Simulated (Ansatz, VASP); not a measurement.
# One calculation of LiBeF3, two programs

The input INCAR:

```
SYSTEM = LiBeF3
ALGO = Normal
EDIFF = 1E-8
ENCUT = 520
GGA = PE
ISIF = 2
ISMEAR = 0
LASPH = .TRUE.
LCHARG = .FALSE.
LEFG = .TRUE.
LREAL = .FALSE.
LWAVE = .FALSE.
NBANDS = 21
NELM = 100
PREC = Accurate
SIGMA = 0.01
```

Contents of KPOINTS:

```
k-points
0
G
  8 8 8
  0 0 0
```

Contents of POSCAR:

```
LiBeF3
1.0
    3.5408496508      0.0000000000      0.0000000000
    0.0000000000      3.5408496508      0.0000000000
    0.0000000000      0.0000000000      3.5408496508
Li Be F
1 1 3
Direct
    0.5000000000      0.5000000000      0.5000000000
    0.0000000000      0.0000000000      0.0000000000
    0.0000000000      0.5000000000      0.5000000000
    0.5000000000      0.5000000000      0.0000000000
    0.5000000000      0.0000000000      0.5000000000
```

Input for Ansatz:

```yaml
crystal:
  lattice:
    - [3.5408496508, 0.0, 0.0]
    - [0.0, 3.5408496508, 0.0]
    - [0.0, 0.0, 3.5408496508]
  atoms:
    - { symbol: Li, position: [0.5, 0.5, 0.5] }
    - { symbol: Be, position: [0.0, 0.0, 0.0] }
    - { symbol: F, position: [0.0, 0.5, 0.5] }
    - { symbol: F, position: [0.5, 0.5, 0.0] }
    - { symbol: F, position: [0.5, 0.0, 0.5] }
basis:
  ecutwfc: 420
kpoints:
  mp_grid: { grid: [8, 8, 8] }
hamiltonian:
  xc: pbe
scf:
  occupations: { method: fixed }
output:
  forces: true
  stress: true
  eigenvalues: true
  efg: {}
checkpoint:
  read: start.run
  write: ck
  compress: false
  write_wavefunctions: false
  write_every: 100000
```

Alike in both runs: task electric field gradients; functional PBE; k mesh 8 × 8 × 8; no spin polarisation.

```csv
,VASP,Ansatz
version,VASP 6.6.1,Ansatz 0.2.0
potentials or method,"VASP PAW PBE potentials, release 64 (Li_sv, Be, F)","scalar-relativistic, plane waves, PAW"
plane-wave cutoff (eV),520,420
occupations,"gaussian, width 0.01 eV",fixed
valence electrons in the cell,26,26
```

Ansatz gave:

| Property | Result |
| --- | --- |
| gap on the k mesh at the Fermi level (eV) | 1.60 |
| least direct gap on the mesh (eV) | 1.95 |
| Vzz of the field gradient on the site that differs most (V/Å²) | -78.8 |

**Question.** What did VASP give for the same quantities?

**Answer.** gap on the k mesh at the Fermi level (eV): 1.58; least direct gap on the mesh (eV): 1.93; Vzz of the field gradient on the site that differs most (V/Å²): -82.2.

 A k mesh can miss the band edges.
